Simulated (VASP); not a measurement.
All values below come from PBE GGA, VASP's PBE PAW potentials (set 64) (plane waves; VASP).

VASP input:

POSCAR:
```
CeO2
5.4636490
  0.0000000000   0.4999999648   0.4999999648
  0.4999999648   0.0000000000   0.4999999648
  0.4999999648   0.4999999648   0.0000000000
Ce O
1 2
Cartesian
  0.0000000000   0.0000000000   0.0000000000
  0.2499999824   0.2499999824   0.2499999824
  0.7499999472   0.7499999472   0.7499999472
```

INCAR:
```
SYSTEM = CeO2
PREC = Accurate
ENCUT = 520
EDIFF = 1E-7
NELM = 100
ALGO = Normal
LREAL = .FALSE.
LASPH = .TRUE.
ISMEAR = 0
SIGMA = 0.05
GGA = PE
LMAXMIX = 6
LWAVE = .FALSE.
LCHARG = .FALSE.
LORBIT = 11
ICHARG = 11
```

KPOINTS:
```
k-points along high-symmetry lines
15
Line-mode
Reciprocal
  0.000000   0.000000   0.000000 ! GAMMA
  0.500000   0.000000   0.500000 ! X

  0.500000   0.000000   0.500000 ! X
  0.625000   0.250000   0.625000 ! U

  0.375000   0.375000   0.750000 ! K
  0.000000   0.000000   0.000000 ! GAMMA

  0.000000   0.000000   0.000000 ! GAMMA
  0.500000   0.500000   0.500000 ! L

  0.500000   0.500000   0.500000 ! L
  0.500000   0.250000   0.750000 ! W

  0.500000   0.250000   0.750000 ! W
  0.500000   0.000000   0.500000 ! X
```

POTCAR, in this order: Ce O (PBE.64 set). Program: vasp_std. Read from the step before: CHGCAR.

What VASP printed:

OSZICAR:
```
       N       E                     dE             d eps       ncg     rms          rms(c)
DAV:   1     0.180927417726E+03    0.18093E+03   -0.11902E+04  2904   0.205E+03
DAV:   2     0.511779158650E+01   -0.17581E+03   -0.17014E+03  3984   0.288E+02
DAV:   3    -0.249162170537E+02   -0.30034E+02   -0.28739E+02  4216   0.132E+02
DAV:   4    -0.262947613111E+02   -0.13785E+01   -0.12809E+01  3856   0.291E+01
DAV:   5    -0.263893481709E+02   -0.94587E-01   -0.94582E-01  4656   0.669E+00
DAV:   6    -0.263958830108E+02   -0.65348E-02   -0.65348E-02  4376   0.139E+00
DAV:   7    -0.263960956785E+02   -0.21267E-03   -0.21267E-03  4736   0.290E-01
DAV:   8    -0.263961043715E+02   -0.86930E-05   -0.86929E-05  4552   0.611E-02
DAV:   9    -0.263961052302E+02   -0.85871E-06   -0.85867E-06  4752   0.159E-02
DAV:  10    -0.263961053104E+02   -0.80192E-07   -0.80230E-07  4024   0.434E-03
   1 F= -.26396105E+02 E0= -.26396105E+02  d E =-.107206E-13
```

OUTCAR:
```
 val. band max:        5.0530245700   @ k =   0.2679   0.2679   0.5357

 cond. band min:       6.9109110675   @ k =   0.5000   0.5000   0.5000



 k-point     1 :       0.0000    0.0000    0.0000
  band No.  band energies     occupation
      1     -27.4280      2.00000
      2     -11.2217      2.00000
      3     -10.2743      2.00000
      4      -9.6057      2.00000
      5      -9.6057      2.00000
      6      -9.6057      2.00000
      7       1.3367      2.00000
      8       1.3367      2.00000
      9       1.3367      2.00000
     10       4.4714      2.00000
     11       4.4714      2.00000
     12       4.4714      2.00000
     13       7.2154      0.00000
     14       7.2154      0.00000
     15       7.2154      0.00000
     16       7.4439      0.00000

 k-point     2 :       0.0357    0.0000    0.0357
  band No.  band energies     occupation
      1     -27.4253      2.00000
      2     -11.2957      2.00000
      3     -10.2845      2.00000
      4      -9.6131      2.00000
      5      -9.6131      2.00000
      6      -9.5253      2.00000
      7       1.3566      2.00000
      8       1.3566      2.00000
      9       1.3716      2.00000
     10       4.4213      2.00000
     11       4.4815      2.00000
     12       4.4815      2.00000
     13       7.2112      0.00000
     14       7.2163      0.00000
     15       7.2163      0.00000
     16       7.4461      0.00000

 k-point     3 :       0.0714    0.0000    0.0714
  band No.  band energies     occupation
      1     -27.4165      2.00000
      2     -11.4821      2.00000
      3     -10.3142      2.00000
      4      -9.6349      2.00000
      5      -9.6349      2.00000
      6      -9.3190      2.00000
      7       1.4158      2.00000
      8       1.4158      2.00000
      9       1.4750      2.00000
     10       4.2752      2.00000
     11       4.5107      2.00000
     12       4.5107      2.00000
     13       7.1988      0.00000
     14       7.2189      0.00000
...
```

The density is held fixed in this step, so its total energy and stress have no physical meaning.

The compound is CeO2 in the fluorite structure. It was relaxed first. The run is not spin-polarised, so no magnetic state was tried.
